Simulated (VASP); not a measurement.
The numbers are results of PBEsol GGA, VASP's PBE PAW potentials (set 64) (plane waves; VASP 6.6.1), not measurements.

Input for VASP

**KPOINTS**
```
kpoints
0
G
  12 12 3
0 0 0
```

File POSCAR:
```
WSe2
1
    1.5009575169    -2.5997302462     0.0000000000
    1.5009575169     2.5997302462    -0.0000000000
   -0.0000000000    -0.0000000000    11.2852229106
W Se
2 4
Direct
  0.3333330000   0.6666670000   0.2500000000
  0.6666670000   0.3333330000   0.7500000000
  0.3333330000   0.6666670000   0.9011784727
  0.6666670000   0.3333330000   0.4011784727
  0.6666670000   0.3333330000   0.0988215273
  0.3333330000   0.6666670000   0.5988215273
```

INCAR:
```
SYSTEM  =  WSe2
PREC  =  Accurate; ENCUT  =  500; LREAL  =  F
LASPH  =  T
EDIFF  =  1E-6; NELM  =  100; ALGO  =  Normal
LMAXMIX  =  6
ISMEAR  =  1; SIGMA  =  0.1
GGA  =  PS
IBRION  =  2; NSW  =  40; ISIF  =  3
EDIFFG  =  -0.02; PSTRESS  =  450
LWAVE  =  F; LCHARG  =  F
```

POTCAR, in this order: W_sv Se (PBE.64 set). Program: vasp_std.

The resulting files:

OSZICAR:
```
       N       E                     dE             d eps       ncg     rms          rms(c)
DAV:   1     0.530916879541E+03    0.53092E+03   -0.28098E+04  2460   0.168E+03
DAV:   2    -0.725732129661E+01   -0.53817E+03   -0.52740E+03  2640   0.466E+02
DAV:   3    -0.438399328155E+02   -0.36583E+02   -0.35651E+02  2893   0.105E+02
DAV:   4    -0.448020940413E+02   -0.96216E+00   -0.94146E+00  2849   0.161E+01
DAV:   5    -0.448219017405E+02   -0.19808E-01   -0.19802E-01  2870   0.207E+00    0.423E+01
DAV:   6    -0.436768957744E+02    0.11450E+01   -0.28280E+00  3050   0.112E+01    0.189E+01
DAV:   7    -0.434381075786E+02    0.23879E+00   -0.16315E+00  2825   0.606E+00    0.390E+00
DAV:   8    -0.433861910890E+02    0.51916E-01   -0.37937E-01  2944   0.336E+00    0.131E+00
DAV:   9    -0.433835714446E+02    0.26196E-02   -0.23249E-02  2840   0.860E-01    0.733E-01
DAV:  10    -0.433821024626E+02    0.14690E-02   -0.12418E-02  2936   0.725E-01    0.218E-01
DAV:  11    -0.433820358555E+02    0.66607E-04   -0.87634E-04  2936   0.191E-01    0.492E-02
DAV:  12    -0.433820281986E+02    0.76569E-05   -0.72037E-05  2909   0.487E-02    0.809E-03
DAV:  13    -0.433820289652E+02   -0.76660E-06   -0.41296E-06  2530   0.127E-02
   1 F= -.18645500E+02 E0= -.18645714E+02  d E =-.186455E+02
       N       E                     dE             d eps       ncg     rms          rms(c)
DAV:   1    -0.435080838316E+02   -0.12606E+00   -0.30147E-01  2498   0.470E+00    0.108E+00
DAV:   2    -0.435004829676E+02    0.76009E-02   -0.66056E-02  2776   0.169E+00    0.361E-01
DAV:   3    -0.434985319993E+02    0.19510E-02   -0.10576E-02  2782   0.475E-01    0.140E-01
DAV:   4    -0.434980777822E+02    0.45422E-03   -0.16355E-03  2894   0.282E-01    0.961E-02
DAV:   5    -0.434980637727E+02    0.14009E-04   -0.17426E-04  3135   0.784E-02    0.606E-02
DAV:   6    -0.434980429401E+02    0.20833E-04   -0.78943E-05  2822   0.438E-02    0.209E-02
DAV:   7    -0.434980416603E+02    0.12798E-05   -0.12940E-05  2797   0.255E-02    0.103E-02
DAV:   8    -0.434980416332E+02    0.27177E-07   -0.46001E-07  1717   0.492E-03
   2 F= -.18645037E+02 E0= -.18645228E+02  d E =0.463305E-03
       N       E                     dE             d eps       ncg     rms          rms(c)
DAV:   1    -0.434337665552E+02    0.64275E-01   -0.10400E-01  2498   0.275E+00    0.634E-01
DAV:   2    -0.434311371756E+02    0.26294E-02   -0.22467E-02  2713   0.987E-01    0.213E-01
DAV:   3    -0.434304678708E+02    0.66930E-03   -0.35228E-03  2731   0.276E-01    0.819E-02
DAV:   4    -0.434303181188E+02    0.14975E-03   -0.55758E-04  2822   0.165E-01    0.566E-02
DAV:   5    -0.434303175077E+02    0.61117E-06   -0.59111E-05  3114   0.457E-02    0.358E-02
DAV:   6    -0.434303130868E+02    0.44209E-05   -0.27225E-05  2481   0.258E-02    0.129E-02
DAV:   7    -0.434303124979E+02    0.58889E-06   -0.46377E-06  2463   0.155E-02
   3 F= -.18645927E+02 E0= -.18646145E+02  d E =-.426500E-03
       N       E                     dE             d eps       ncg     rms          rms(c)
DAV:   1    -0.434162501706E+02    0.14063E-01   -0.11452E-01  2356   0.211E+00    0.402E-01
DAV:   2    -0.434156953711E+02    0.55480E-03   -0.77862E-03  2700   0.471E-01    0.180E-01
DAV:   3    -0.434154592655E+02    0.23611E-03   -0.55907E-04  2774   0.166E-01    0.417E-02
DAV:   4    -0.434154278709E+02    0.31395E-04   -0.13021E-04  2823   0.637E-02    0.165E-02
DAV:   5    -0.434154267816E+02    0.10893E-05   -0.15364E-05  2476   0.218E-02    0.638E-03
DAV:   6    -0.434154274090E+02   -0.62744E-06   -0.20741E-06  1805   0.105E-02
   4 F= -.18646028E+02 E0= -.18646224E+02  d E =-.101615E-03
       N       E                     dE             d eps       ncg     rms          rms(c)
DAV:   1    -0.434225389175E+02   -0.71121E-02   -0.23110E-02  2377   0.948E-01    0.181E-01
DAV:   2    -0.434224280078E+02    0.11091E-03   -0.15739E-03  2693   0.212E-01    0.810E-02
DAV:   3    -0.434223782215E+02    0.49786E-04   -0.11354E-04  2789   0.747E-02    0.185E-02
DAV:   4    -0.434223705365E+02    0.76849E-05   -0.26038E-05  2845   0.285E-02    0.720E-03
DAV:   5    -0.434223694586E+02    0.10780E-05   -0.30345E-06  2176   0.977E-03    0.283E-03
DAV:   6    -0.434223689954E+02    0.46321E-06   -0.42072E-07  1458   0.482E-03
   5 F= -.18646238E+02 E0= -.18646446E+02  d E =-.311191E-03
```

**OUTCAR**
```
------------------------ aborting loop because EDIFF is reached ----------------------------------------
  FORCE on cell =-STRESS in cart. coord.  units (eV):
  Direction    XX          YY          ZZ          XY          YZ          ZX
  --------------------------------------------------------------------------------------
  Total       24.8064229     24.8062957     24.7612355      0.0000000     -0.0000000      0.0000000
  in kB      450.5501793    450.5478688    449.7294556      0.0000000     -0.0000000      0.0000000
  external PRESSURE =       0.2758346 kB  Pullay stress =     450.0000000 kB
  volume of cell :       88.21
      direct lattice vectors                 reciprocal lattice vectors
     1.500456472 -2.598860181  0.000000000     0.333231926 -0.192392035  0.000000000
     1.500456472  2.598860181  0.000000000     0.333231926  0.192392035  0.000000000
    -0.000000000  0.000000000 11.310850115    -0.000000000  0.000000000  0.088410684
 POSITION                                       TOTAL-FORCE (eV/Angst)
 -----------------------------------------------------------------------------------
      1.50046      0.86629      2.82771         0.000000     -0.000000      0.000000
      1.50046     -0.86629      8.48314        -0.000000      0.000000      0.000000
      1.50046      0.86629     10.19026         0.000000      0.000000     -0.004204
      1.50046     -0.86629      4.53483         0.000000     -0.000000     -0.004204
      1.50046     -0.86629      1.12059         0.000000     -0.000000      0.004204
      1.50046      0.86629      6.77602        -0.000000      0.000000      0.004204
 -----------------------------------------------------------------------------------
    total drift:                                0.000000      0.000909     -0.000037
  FREE ENERGIE OF THE ION-ELECTRON SYSTEM (eV)
  ---------------------------------------------------
  free  energy   TOTEN  =       -43.4223689954 eV

  energy  without entropy=      -43.4229947796  energy(sigma->0) =      -43.42257759
  enthalpy is  TOTEN    =       -18.6462378770 eV   P V=       24.7761311184

 reached required accuracy - stopping structural energy minimisation
```
(Selected blocks of OUTCAR.)

### CONTCAR
```
WSe2
   1.00000000000000
     1.5004564723663669   -2.5988601808196456    0.0000000000000000
     1.5004564723663669    2.5988601808196456    0.0000000000000000
    -0.0000000000000000    0.0000000000000000   11.3108501153668772
  W               Se
     2     4
Direct
     0.3333330000000032    0.6666669999999968    0.2500000000000000
     0.6666669999999968    0.3333330000000032    0.7500000000000000
     0.3333330000000032    0.6666669999999968    0.9009277353030680
     0.6666669999999968    0.3333330000000032    0.4009277353030680
     0.6666669999999968    0.3333330000000032    0.0990722646969320
     0.3333330000000032    0.6666669999999968    0.5990722646969320
```

Without a dispersion term in the relaxation, distances and binding between the weakly bound layers, chains or molecules are unreliable, and so is what depends on them.

The compound is WSe2 in the 2H layered structure. This run relaxes it under an external pressure of 45 GPa. Symmetry was kept, so distortions that lower it aren't found.
